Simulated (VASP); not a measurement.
Data:

```xyz
4
Lattice="4.6385 0.0000 0.0000 -2.3192 4.0170 0.0000 0.0000 0.0000 7.6130" Properties=species:S:1:pos:R:3 pbc="T T T"
Sn     0.0000     2.6780     0.4794
Sn     2.3192     1.3390     4.2859
Sn     2.3192     1.3390     7.1336
Sn     0.0000     2.6780     3.3271
```

Level of theory: r2SCAN meta-GGA, VASP's PBE PAW potentials (set 64) (plane waves; VASP). Run with 400 eV cut-off, 6×6×4 Γ-centred mesh, tetrahedra with Blöchl corrections, potentials Sn_d.

Unless said otherwise, spin-orbit coupling is left out, though it shifts the bands of the heavy elements here.

Problem. Estimate the energy per atom (σ→0), band gap (over mesh and band path) with the smallest direct gap where there is one.

Solution. 
band gap (over mesh and band path): none (metal, semimetal or under 0.01 eV)
energy per atom (σ→0): -24.725 eV/atom

The absolute energy has meaning only against runs of the same code, potentials and settings.

The structure was generated: Sn was put into the lonsdaleite type (P6_3/mmc), which need not be its known phase. It was relaxed first, which changed the volume by +22 %.
